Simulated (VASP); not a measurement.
Input for VASP

**POSCAR**
```
IrO2
4.4861770
  0.9999999185   0.0000000000   0.0000000000
  0.0000000000   0.9999999185   0.0000000000
  0.0000000000   0.0000000000   0.7049172505
Ir O
2 4
direct
  0.0000000000   0.0000000000   0.0000000000
  0.5000000000   0.5000000000   0.5000000000
  0.3086788686   0.3086788686   0.0000000000
  0.8086788686   0.1913211314   0.5000000000
  0.1913211314   0.8086788686   0.5000000000
  0.6913211314   0.6913211314   0.0000000000
```

**INCAR**
```
SYSTEM = IrO2
PREC = Accurate
ENCUT = 520
EDIFF = 1E-7
NELM = 100
ALGO = Normal
LREAL = .FALSE.
LASPH = .TRUE.
ISMEAR = -5
GGA = PS
LMAXMIX = 6
LWAVE = .FALSE.
LCHARG = .TRUE.
LORBIT = 11
NEDOS = 601
ISIF = 2
```

### KPOINTS
```
Automatic mesh
0
Gamma
8 8 11
0 0 0
```

POTCAR, in this order: Ir O (PBE.64 set). Program: vasp_std.

Problem. Write an equivalent input for Quantum ESPRESSO's pw.x.

Solution. One equivalent input (not run):
```
&CONTROL
  calculation = 'scf'
  pseudo_dir = './pseudo'
  outdir = './out'
  tprnfor = .true.
  tstress = .true.
/
&SYSTEM
  ibrav = 0
  nat = 6
  ntyp = 2
  ecutwfc = 84
  occupations = 'tetrahedra'
  input_dft = 'pbesol'
/
&ELECTRONS
  conv_thr = 7.3e-09
  electron_maxstep = 100
/
ATOMIC_SPECIES
  Ir 192.217 Ir.upf
  O 15.999 O.upf
CELL_PARAMETERS angstrom
     4.4861766    0.0000000    0.0000000
     0.0000000    4.4861766    0.0000000
     0.0000000    0.0000000    3.1623836
ATOMIC_POSITIONS crystal
  Ir   0.0000000  0.0000000  0.0000000
  Ir   0.5000000  0.5000000  0.5000000
  O    0.3086789  0.3086789  0.0000000
  O    0.8086789  0.1913211  0.5000000
  O    0.1913211  0.8086789  0.5000000
  O    0.6913211  0.6913211  0.0000000
K_POINTS automatic
  8 8 11 0 0 0
```
The two are equivalent in intent, not identical: the potentials are each code's own (VASP's PAW set, PseudoDojo norm-conserving files in pw.x), so ENCUT and ecutwfc are chosen apart and not converted; conv_thr bounds pw.x's estimated SCF error, while EDIFF bounds the energy change between steps.

The compound is IrO2 in the rutile structure. It was relaxed first.
